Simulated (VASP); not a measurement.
Input of a VASP 6.6.1 run:

Contents of INCAR:

```
ALGO = Fast ; EDIFF = 1E-4
EDIFFG = -0.08 ; ENCUT = 520
GGA = PE ; IBRION = 2
ISIF = 3 ; ISMEAR = 0
LASPH = True ; LCHARG = False
LREAL = False ; LWAVE = False
NELM = 60 ; NSW = 24
PREC = Normal ; SIGMA = 0.15
```

The input KPOINTS:

```
k-points
0
Gamma
  2 2 4
```

File POSCAR:

```
Zr3PdSe4
1.0
    7.4000000000      0.0000000000      0.0000000000
   -3.7000000000      6.4085879900      0.0000000000
    0.0000000000      0.0000000000      3.5900000000
Zr Pd Se
3 1 4
Direct
    0.0000000000      0.5000000000      0.0000000000
    0.5000000000      0.0000000000      0.0000000000
    0.5000000000      0.5000000000      0.0000000000
    0.0000000000      0.0000000000      0.0000000000
    0.1666667000      0.8333333000      0.5000000000
    0.1666667000      0.3333334000      0.5000000000
    0.6666666700      0.3333333300      0.5000000000
    0.6666666000      0.8333333000      0.5000000000
```

Potentials or basis: VASP PAW PBE potentials, release 64 (Zr_sv, Pd, Se).

Command:

```bash
$ cat potpaw_PBE.64/Zr_sv/POTCAR potpaw_PBE.64/Pd/POTCAR potpaw_PBE.64/Se/POTCAR > POTCAR
$ mpirun -np 1 vasp_std > vasp.out
```

Problem. Estimate the relaxed volume.

Solution. 20.48 Å³/atom.

Problem. What does it give for the band gap on the k mesh?

Solution. None (metal or under the smearing width).

Stress tensor (GPa, compression positive):
```
-0.16  0.00  0.00
 0.00 -0.16  0.00
 0.00  0.00 -0.47
```

Caveat: the k mesh is coarse (spacing up to 0.49 Å⁻¹), so the values aren't converged.
